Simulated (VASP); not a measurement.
A VASP calculation is set up with these files.

### POSCAR
```
YAl
1.0
  4.0430000000   0.0000000000   0.0000000000
  0.0000000000   4.0430000000   0.0000000000
  0.0000000000   0.0000000000   4.0430000000
Y Al
1 1
direct
  0.0000000000   0.0000000000   0.0000000000
  0.5000000000   0.5000000000   0.5000000000
```

**INCAR**
```
! general
SYSTEM =YAl
PREC   =Accurate
ENCUT  =400
LREAL  =.FALSE.
LASPH  =.TRUE.

! electronic loop
EDIFF  =1E-6
NELM   =100
ALGO   =Normal
LMAXMIX=4

! smearing
ISMEAR =1
SIGMA  =0.1

! functional
GGA    =PS

! ions
IBRION =2
NSW    =60
ISIF   =3
EDIFFG =-0.01

! output
LWAVE  =.FALSE.
LCHARG =.FALSE.
```

KPOINTS:
```
Automatic mesh
0
Gamma
8 8 8
0 0 0
```

POTCAR, in this order: Y_sv Al (PBE.64 set). Program: vasp_std.

Translate this PBEsol calculation to Ansatz.

One equivalent input (not run):
Ansatz 0.2 input:
```yaml
crystal:
  lattice:
    - [4.0430000, 0.0000000, 0.0000000]
    - [0.0000000, 4.0430000, 0.0000000]
    - [0.0000000, 0.0000000, 4.0430000]
  atoms:
    - { symbol: Y, position: [0.0000000, 0.0000000, 0.0000000] }
    - { symbol: Al, position: [0.5000000, 0.5000000, 0.5000000] }
kpoints:
  mp_grid: { grid: [8, 8, 8] }
hamiltonian:
  xc: pbesol
  pseudopotentials: { kind: paw }
scf:
  occupations: { method: methfessel_paxton, width: 0.1 }
  max_iter: 100
relax:
  max_steps: 60
  f_tol: 0.01
  cell: {}
output: { forces: true, stress: true, eigenvalues: true }
```
The two are equivalent in intent, not identical: each code has its own PAW files, so the cut-off isn't converted (ENCUT is set for VASP's; basis.ecutwfc is left out, and Ansatz then takes the one that its files recommend); Ansatz stops its SCF on the density residual and VASP on the energy change (EDIFF).

The structure was generated: YAl was put into the CsCl type type (Pm-3m), which need not be its known phase. This run relaxes it. Symmetry was kept, so distortions that lower it aren't found.
